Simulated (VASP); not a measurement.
Input:

```yaml
crystal:
  lattice:
    - [1.35757, -2.35138, 0.00000]
    - [1.35757, 2.35138, 0.00000]
    - [0.00000, 0.00000, 4.35037]
  atoms:
    - { symbol: Tc, position: [0.33333, 0.66667, 0.25000] }
    - { symbol: Tc, position: [0.66667, 0.33333, 0.75000] }
```

Calculation: AM05 GGA, VASP's PBE PAW potentials (set 64) (plane waves; VASP). Run with 520 eV cut-off, 17×17×10 Γ-centred mesh, tetrahedra with Blöchl corrections, potentials Tc_pv.

Task: Estimate the energy per atom (σ→0), band gap (on the k-mesh) with the smallest direct gap where there is one.

Result: 
```json
{
 "band gap (on the k-mesh)": "none (metal, semimetal or under 0.01 eV)",
 "energy per atom (σ→0)": "-11.013 eV/atom"
}
```

Only differences to runs with the same potentials and settings are physical.

The compound is Tc in the hcp structure. It was relaxed first.
